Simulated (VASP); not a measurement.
# TiBe (space group Pm-3m): computed properties

The numbers are results of PBEsol GGA, VASP's PBE PAW potentials (set 64) (plane waves; VASP 6.6.1), not measurements.

| Item | Value |
|---|---|
| space group | Pm-3m (221) |
| cell | a = 2.903 Å, b = 2.903 Å, c = 2.903 Å, α = 90.00°, β = 90.00°, γ = 90.00° |
| volume per atom | 12.23 Å³/atom |
| band gap (over mesh and band path) | none (metal, semimetal or under 0.01 eV) |
| density | 3.86 g/cm³ |

```xyz
2
Lattice="2.9030 0.0000 0.0000 0.0000 2.9030 0.0000 0.0000 0.0000 2.9030" Properties=species:S:1:pos:R:3 pbc="T T T"
Ti     1.4515     1.4515     1.4515
Be     0.0000     0.0000     0.0000
```

The structure comes from a computed database's TiBe entry (Pm-3m); how it stands against other phases isn't given here. It was relaxed first. Symmetry was kept, so distortions that lower it aren't found.
